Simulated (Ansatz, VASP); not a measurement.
## PIr2: VASP beside Ansatz

```
P Ir
1.0
    -0.05535    2.73983    2.73983
     2.73983   -0.05535    2.73983
     2.73983    2.73983   -0.05535
P Ir
1 2
Direct
  0.00000 0.00000 0.00000
  0.25000 0.25000 0.25000
  0.75000 0.75000 0.75000
```

Change from the starting cell: equal xy, yz and zx shear strains of -2 %.

Alike in both runs: task single point; functional LDA; k mesh 11 × 11 × 11; occupations fermi-dirac, width 0.05 eV; no spin polarisation.

|  | VASP | Ansatz |
| --- | --- | --- |
| version | VASP 6.6.1 | Ansatz 0.2.0 |
| potentials or method | VASP PAW LDA potentials, release 64 (P, Ir), cutoff 520 eV | all-electron LAPW, scalar-relativistic |

|  | VASP | Ansatz | Ansatz less VASP |
| --- | --- | --- | --- |
| pressure (GPa) | -2.7 | -4.5 | -1.85 |
| largest component of the traceless stress (GPa) | 1.34 | 1.25 | -0.099 |
| rms of the force components (eV/Å) | 0.061 | 0.053 | -0.0088 |

Atom by atom the forces differ by 0.009 eV/Å (rms over components). Ansatz ran all-electron here, so the differences hold the error of VASP's frozen core and of both bases.

Spin-orbit coupling is left out, which matters for the levels of Ir.
